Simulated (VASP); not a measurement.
Level of theory: optB88-vdW, VASP's PBE PAW potentials (set 64) (plane waves; VASP).

VASP ran on this input.

File KPOINTS:
```
Automatic mesh
0
Gamma
14 14 14
0 0 0
```

**INCAR**
```
ISMEAR  =  1
SIGMA  =  0.1
NSW  =  60   ! most ionic steps
PREC  =  Accurate
PARAM2  =  0.22
ISIF  =  3   ! ions, shape and volume
EDIFF  =  1E-6   ! SCF stop (eV)
NELM  =  100   ! most electronic steps
LMAXMIX  =  4   ! l cut-off of mixed one-centre charges
LUSE_VDW  =  .TRUE.
LREAL  =  .FALSE.   ! projection in real space or not
ALGO  =  Normal
IBRION  =  2   ! conjugate gradients
GGA  =  BO
LCHARG  =  .FALSE.
SYSTEM  =  In
ENCUT  =  520
LWAVE  =  .FALSE.
PARAM1  =  0.1833333333
EDIFFG  =  -0.01   ! ionic stop
LASPH  =  .TRUE.   ! aspherical one-centre terms
AGGAC  =  0.0
```

POSCAR:
```
In
1
   -1.6341758189     1.6341758189     2.5694673943
    1.6341758189    -1.6341758189     2.5694673943
    1.6341758189     1.6341758189    -2.5694673943
In
1
Direct
  0.0000000000   0.0000000000   0.0000000000
```

POTCAR, in this order: In_d (PBE.64 set). Program: vasp_std.

What VASP printed:

**OUTCAR**
```
 ion  position               nearest neighbor table
   1  0.000  0.000  0.000-
  LATTYP: Found a body centered tetragonal cell.
 ALAT       =     3.2683516378
 C/A-ratio  =     1.5723322819
 Subroutine PRICEL returns:
 Original cell was already a primitive cell.
 Subroutine GETGRP returns: Found 16 space group operations
The static configuration has the point symmetry D_4h.
The dynamic configuration has the point symmetry D_4h.
 Subroutine INISYM returns: Found 16 space group operations
 Subroutine IBZKPT returns following result:
 Found    244 irreducible k-points:

 Following reciprocal coordinates:
            Coordinates               Weight
  0.000000  0.000000  0.000000      1.000000
  0.071429  0.000000 -0.000000      8.000000
  0.142857  0.000000 -0.000000      8.000000
  0.214286  0.000000 -0.000000      8.000000
  0.285714  0.000000 -0.000000      8.000000
  0.357143  0.000000 -0.000000      8.000000
  0.428571  0.000000 -0.000000      8.000000
  0.500000  0.000000 -0.000000      4.000000
  0.071429  0.071429  0.000000      8.000000
...
```

OSZICAR:
```
       N       E                     dE             d eps       ncg     rms          rms(c)
DAV:   1     0.738108346634E+02    0.73811E+02   -0.65037E+03  4898   0.160E+03
DAV:   2     0.341049324014E+01   -0.70400E+02   -0.69524E+02  4964   0.286E+02
DAV:   3     0.688478882230E+00   -0.27220E+01   -0.27069E+01  5638   0.643E+01
DAV:   4     0.625842001368E+00   -0.62637E-01   -0.62619E-01  6122   0.101E+01
DAV:   5     0.622825558629E+00   -0.30164E-02   -0.30163E-02  6034   0.181E+00    0.172E+00
DAV:   6     0.641196741897E+00    0.18371E-01   -0.35310E-02  5690   0.401E+00    0.865E-01
DAV:   7     0.644928254325E+00    0.37315E-02   -0.10703E-02  6336   0.200E+00    0.226E-01
DAV:   8     0.645185822868E+00    0.25757E-03   -0.68674E-04  5416   0.523E-01    0.296E-02
DAV:   9     0.645181926882E+00   -0.38960E-05   -0.16795E-05  6598   0.656E-02    0.150E-02
DAV:  10     0.645177829748E+00   -0.40971E-05   -0.48828E-06  5254   0.204E-02    0.187E-03
DAV:  11     0.645177834498E+00    0.47496E-08   -0.62165E-08  3014   0.314E-03
   1 F= 0.64517783E+00 E0= 0.64517627E+00  d E =0.645178E+00
```

### OUTCAR
```
------------------------ aborting loop because EDIFF is reached ----------------------------------------
  FORCE on cell =-STRESS in cart. coord.  units (eV):
  Direction    XX          YY          ZZ          XY          YZ          ZX
  --------------------------------------------------------------------------------------
  Total        0.0037110      0.0037110     -0.0005677      0.0000000     -0.0000000      0.0000000
  in kB        0.2166204      0.2166204     -0.0331402      0.0000000     -0.0000000      0.0000000
  external PRESSURE =       0.1333669 kB  Pullay stress =       0.0000000 kB
  volume of cell :       27.45
      direct lattice vectors                 reciprocal lattice vectors
    -1.634175819  1.634175819  2.569467394     0.000000000  0.305964630  0.194592857
     1.634175819 -1.634175819  2.569467394     0.305964630  0.000000000  0.194592857
     1.634175819  1.634175819 -2.569467394     0.305964630  0.305964630  0.000000000
 POSITION                                       TOTAL-FORCE (eV/Angst)
 -----------------------------------------------------------------------------------
      0.00000      0.00000      0.00000         0.000000      0.000000     -0.000000
 -----------------------------------------------------------------------------------
    total drift:                                0.000000      0.000000      0.000000
  FREE ENERGIE OF THE ION-ELECTRON SYSTEM (eV)
  ---------------------------------------------------
  free  energy   TOTEN  =         0.6451778345 eV

  energy  without entropy=        0.6451731511  energy(sigma->0) =        0.64517627

 reached required accuracy - stopping structural energy minimisation
```
(Selected blocks of OUTCAR.)

### OUTCAR
```
 val. band max:        6.8434354015   @ k =  -0.3571   0.4286   0.2857

 cond. band min:       6.8724175085   @ k =  -0.2857   0.5000   0.2857


 Fermi energy:         6.8533427758

 k-point     1 :       0.0000    0.0000    0.0000
  band No.  band energies     occupation
      1      -7.8546      2.00000
      2      -7.7177      2.00000
      3      -7.7177      2.00000
      4      -7.6874      2.00000
      5      -7.5491      2.00000
      6      -2.3669      2.00000
      7      16.8072      0.00000
      8      16.8072      0.00000
      9      16.9288      0.00000
     10      18.6595      0.00000

 k-point     2 :       0.0714    0.0000   -0.0000
  band No.  band energies     occupation
      1      -7.8459      2.00000
      2      -7.7194      2.00000
      3      -7.7109      2.00000
      4      -7.6845      2.00000
      5      -7.5527      2.00000
      6      -2.2593      2.00000
      7      15.6174      0.00000
      8      16.6020      0.00000
      9      16.7084      0.00000
     10      18.3712      0.00000

 k-point     3 :       0.1429    0.0000   -0.0000
  band No.  band energies     occupation
      1      -7.8265      2.00000
      2      -7.7292      2.00000
      3      -7.6940      2.00000
      4      -7.6672      2.00000
      5      -7.5609      2.00000
      6      -1.9344      2.00000
      7      13.3557      0.00000
      8      15.9401      0.00000
      9      16.4814      0.00000
     10      18.2378      0.00000

 k-point     4 :       0.2143    0.0000   -0.0000
  band No.  band energies     occupation
      1      -7.8107      2.00000
      2      -7.7482      2.00000
      3      -7.6777      2.00000
      4      -7.6266      2.00000
      5      -7.5641      2.00000
      6      -1.3880      2.00000
      7      11.0230      0.00000
      8      15.2056      0.00000
      9      16.2377      0.00000
     10      18.1674      0.00000

 k-point     5 :       0.2857    0.0000   -0.0000
...
```

Unless said otherwise, spin-orbit coupling is left out, though it shifts the bands of the heavy elements here.

The compound is In in the bct structure. It was relaxed first. The start is the result of an earlier pass.
